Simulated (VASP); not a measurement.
The system is Zn3H.

```xyz
4
Lattice="0.0000 2.9966 2.9966 2.9966 0.0000 2.9966 2.9966 2.9966 0.0000" Properties=species:S:1:pos:R:3 pbc="T T T"
Zn    2.9966    2.9966    2.9966
Zn    1.4983    1.4983    1.4983
Zn    4.4949    4.4949    4.4949
H     0.0000    0.0000    0.0000
```

The cell was built by a generator and needn't be a form met in nature.

Base run:

```yaml
Program: VASP 6.6.1
Functional: r2SCAN
Potentials_or_basis: VASP PAW PBE potentials, release 64 (Zn, H)
Cutoff: 520 eV
k_mesh: 6 × 6 × 6
Occupations: fermi-dirac, width 0.05 eV
Spin: no spin polarisation
```

Its results: pressure -3.1 GPa.

Task: The run is repeated on the same cell with these changes: functional from r2SCAN to PBEsol. What comes out?

Result: Pressure -4.2 GPa.

Caveats: the PAW data sets were made with another functional, which shifts forces and pressure a little.
